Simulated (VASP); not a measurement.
## Cd4TeO3: relaxation of cell and atoms with PBE

Cd4TeO3:

```
Cd Te O
1.0
     4.04498    0.00000    0.00000
     0.00000    4.04498    0.00000
     0.00000    0.00000   10.04118
Cd Te O
4 1 3
Direct
  0.00000 0.50000 0.15912
  0.50000 0.00000 0.15912
  0.00000 0.50000 0.84088
  0.50000 0.00000 0.84088
  0.00000 0.00000 0.50000
  0.50000 0.50000 0.29233
  0.50000 0.50000 0.70767
  0.00000 0.00000 0.00000
```

The cell was built by a generator and needn't be a form met in nature.

```yaml
Program: VASP 6.6.1
Task: relaxation of cell and atoms
Functional: PBE
Potentials_or_basis: VASP PAW PBE potentials, release 64 (Cd, Te, O)
Cutoff: 520 eV
k_mesh: 4 × 4 × 2
Occupations: gaussian, width 0.15 eV
Spin: no spin polarisation
Further_INCAR_settings: PREC = Normal; ALGO = Fast; EDIFF = 0.0001; IBRION = 2; EDIFFG = -0.08; NSW = 24; ISIF = 3
```

```
Relaxed volume                         : 18.59 Å³/atom
Relaxed cell                           : a = 4.420 Å, b = 4.420 Å, c = 7.612 Å, α = 90.00°, β = 90.00°, γ = 90.00°
Space group after relaxing (to 0.05 Å) : P4/mmm (No. 123)
Energy gained by relaxing              : 430.6 meV/atom
Ionic steps                            : 20
Pressure after relaxing                : -0.4 GPa
Largest force after relaxing           : 0.071 eV/Å
Band gap on the k mesh                 : none (metal or under the smearing width)
```

Forces on the atoms (eV/Å):
```
Cd   0.000  0.000  0.038
Cd   0.000  0.000  0.038
Cd   0.000  0.000 -0.038
Cd   0.000  0.000 -0.038
Te   0.000  0.000  0.000
O    0.000  0.000 -0.071
O    0.000  0.000  0.071
O    0.000  0.000  0.000
```

Stress tensor (GPa, compression positive):
```
-0.24  0.00  0.00
 0.00 -0.24  0.00
 0.00  0.00 -0.63
```

Step by step:
```tsv
step	energy change (eV)	largest force (eV/Å)	pressure (GPa)	volume (Å³)
1	0.0000	2.0765	-3.30	164.29
2	-0.8983	1.1777	0.75	154.28
3	-1.2467	0.3341	9.44	141.41
4	-1.7159	0.3895	6.82	144.09
5	-2.8150	0.9942	-0.53	150.78
6	-0.2612	0.6138	-8.75	156.94
7	-2.7029	1.2936	-3.43	152.69
8	-2.9919	0.6749	-4.42	151.23
9	-2.9939	0.6210	-4.32	151.07
10	-3.3145	0.3066	0.55	143.61
11	-3.3276	0.2778	2.36	141.73
12	-3.3884	0.2454	1.38	144.13
13	-3.4183	0.1930	0.03	147.72
14	-3.4182	0.1913	-0.14	147.85
15	-3.4240	0.1783	-0.08	147.80
16	-3.4351	0.1436	0.25	147.66
17	-3.4276	0.0819	1.02	147.35
18	-3.4371	0.1223	0.48	147.57
19	-3.4417	0.1032	0.16	148.01
20	-3.4444	0.0710	-0.37	148.70
```

Final structure:
```
Cd Te O
1.0
     4.42003    0.00000    0.00000
     0.00000    4.42003    0.00000
     0.00000    0.00000    7.61160
Cd Te O
4 1 3
Direct
  0.00000 0.50000 0.20469
  0.50000 0.00000 0.20469
  0.00000 0.50000 0.79531
  0.50000 0.00000 0.79531
  0.00000 0.00000 0.50000
  0.50000 0.50000 0.20492
  0.50000 0.50000 0.79508
  0.00000 0.00000 0.00000
```

Levels at points of the mesh, in eV from the Fermi level:
| k point | band 33 | band 34 | band 35 | band 36 | band 37 | band 38 | band 39 | band 40 |
| --- | --- | --- | --- | --- | --- | --- | --- | --- |
| (0.00, 0.00, 0.00) | -1.78 | -1.24 | -0.90 | -0.17 | -0.17 | 1.61 | 3.97 | 4.02 |
| (0.50, 0.00, 0.00) | -1.32 | -1.31 | -0.62 | -0.09 | 0.48 | 2.49 | 2.74 | 3.78 |
| (0.50, 0.50, 0.00) | -1.04 | -0.58 | -0.58 | -0.43 | 2.23 | 3.34 | 3.34 | 3.68 |
| (0.00, 0.00, 0.50) | -1.73 | -1.73 | -0.29 | -0.29 | 1.00 | 1.49 | 1.94 | 2.46 |
| (0.50, 0.00, 0.50) | -1.34 | -1.09 | -1.01 | -0.26 | 1.03 | 2.81 | 3.18 | 3.67 |
| (0.50, 0.50, 0.50) | -1.38 | -1.18 | -0.89 | -0.89 | 3.42 | 3.42 | 4.55 | 4.74 |

Wall time 6.3 min on 1 thread of Intel(R) Xeon(R) Platinum 8488C (Sapphire Rapids) (shared host), peak memory 0.22 GiB.

Caveat: the k mesh is coarse (spacing up to 0.39 Å⁻¹), so the values aren't converged. The run has no spin-orbit coupling, so splittings on Te are missing.
